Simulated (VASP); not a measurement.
Write the native input for VASP 6.6.1 that does the following.

* Task: band structure
* Functional: TB-mBJ
* Potentials or basis: VASP PAW PBE potentials, release 64 (Mo_sv, I)
* Cutoff: 520 eV
* k mesh: 7 × 7 × 7
* Occupations: fermi-dirac, width 0.05 eV
* Spin: no spin polarisation
* Further INCAR settings: ALGO = Normal; EDIFF = 1e-06

MoI:

```
CELL_PARAMETERS angstrom
0.00000 3.17885 3.17885
3.17885 0.00000 3.17885
3.17885 3.17885 0.00000
ATOMIC_POSITIONS crystal
Mo 0.00000 0.00000 0.00000
I 0.75000 0.75000 0.75000
```

The cell was built by a generator and needn't be a form met in nature.

One way to write it, as run:

POSCAR

```
MoI
1.0
    0.0000000000      3.1788513800      3.1788513800
    3.1788513800      0.0000000000      3.1788513800
    3.1788513800      3.1788513800      0.0000000000
Mo I
1 1
Direct
    0.0000000000      0.0000000000      0.0000000000
    0.7500000000      0.7500000000      0.7500000000
```

INCAR.step1

```
PREC = Accurate
ENCUT = 520
EDIFF = 1E-5
ISMEAR = -1
SIGMA = 0.05
LREAL = F
LASPH = T
NELM = 100
ALGO = Normal
ISIF = 2
LWAVE = T
LCHARG = F
LMAXMIX = 4
GGA = PE
```

INCAR.step2

```
PREC = Accurate
ENCUT = 520
EDIFF = 1E-6
ISMEAR = -1
SIGMA = 0.05
LREAL = F
LASPH = T
NELM = 100
ALGO = Normal
ISIF = 2
LWAVE = F
LCHARG = F
LMAXMIX = 4
METAGGA = MBJ
ISTART = 1
```

KPOINTS

```
Automatic mesh
0
Gamma
  7 7 7
```

KPOINTS_OPT

```
path GXWKGLUWLK,UX
20
line-mode
reciprocal
 0.0000000000  0.0000000000  0.0000000000  G
 0.5000000000  0.0000000000  0.5000000000  X

 0.5000000000  0.0000000000  0.5000000000  X
 0.5000000000  0.2500000000  0.7500000000  W

 0.5000000000  0.2500000000  0.7500000000  W
 0.3750000000  0.3750000000  0.7500000000  K

 0.3750000000  0.3750000000  0.7500000000  K
 0.0000000000  0.0000000000  0.0000000000  G

 0.0000000000  0.0000000000  0.0000000000  G
 0.5000000000  0.5000000000  0.5000000000  L

 0.5000000000  0.5000000000  0.5000000000  L
 0.6250000000  0.2500000000  0.6250000000  U

 0.6250000000  0.2500000000  0.6250000000  U
 0.5000000000  0.2500000000  0.7500000000  W

 0.5000000000  0.2500000000  0.7500000000  W
 0.5000000000  0.5000000000  0.5000000000  L

 0.5000000000  0.5000000000  0.5000000000  L
 0.3750000000  0.3750000000  0.7500000000  K

 0.6250000000  0.2500000000  0.6250000000  U
 0.5000000000  0.0000000000  0.5000000000  X
```

Potentials or basis: VASP PAW PBE potentials, release 64 (Mo_sv, I).

Command:

```bash
$ cat potpaw_PBE.64/Mo_sv/POTCAR potpaw_PBE.64/I/POTCAR > POTCAR
$ cp INCAR.step1 INCAR
$ mpirun -np 1 vasp_std > vasp.out
$ cp INCAR.step2 INCAR
$ mpirun -np 1 vasp_std > vasp.out
```

It gave:

```
Band gap along the path : none (metal or under the smearing width)
```

Caveat: spin-orbit coupling is left out, which moves the levels of the heavy elements; an odd number of electrons without spin polarisation forces a metal; a magnetic or distorted state may lie lower.

Run time: 97 s on 1 thread of AMD EPYC 9R45 96-Core Processor (Zen 5) (shared host), peak memory 0.2 GiB.
